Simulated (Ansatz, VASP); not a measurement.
# Two plane-wave programs on MgAl6N8 (a cell with a defect)

```
Al N Mg
1.0
    -3.11000   -5.38668    0.00000
     4.66500   -2.69334    0.00000
     0.00000    0.00000    4.98000
Al N Mg
6 8 1
Direct
  0.49389 0.67562 0.99785
  0.23706 0.15879 0.99938
  0.24438 0.82436 0.50188
  0.99991 0.66388 0.00015
  0.00429 0.37290 0.53981
  0.76011 0.81816 0.49790
  0.50063 0.77813 0.34892
  0.47467 0.34127 0.97914
  0.12068 0.11342 0.35683
  0.24201 0.83457 0.86947
  0.00518 0.65439 0.37013
  0.00656 0.34165 0.88802
  0.89271 0.10908 0.36441
  0.75064 0.80063 0.86142
  0.73986 0.15487 0.99601
```

Alike in both runs: functional PBE; k mesh 2 × 2 × 2; occupations fermi-dirac, width 0.05 eV; no spin polarisation.

Ansatz relaxed the structure, and its values are those at the end. VASP's run is a single point on that final structure, the one shown.

```csv
,VASP,Ansatz
version,VASP 6.6.1,Ansatz 0.2.0
potentials or method,"VASP PAW PBE potentials, release 64 (Al, N, Mg)","scalar-relativistic, plane waves, PAW"
plane-wave cutoff (eV),520,420
valence electrons in the cell,60,68
```

```csv
,VASP,Ansatz,Ansatz less VASP
rms of the force components (eV/Å),0.027,0.009,-0.0183
```

With one functional, cell and mesh, what is left measures potentials, basis and numerics. The two sets of potentials don't hold the same shells in valence.

Caveats: the k mesh is coarse (spacing up to 0.63 Å⁻¹), so the values aren't converged.
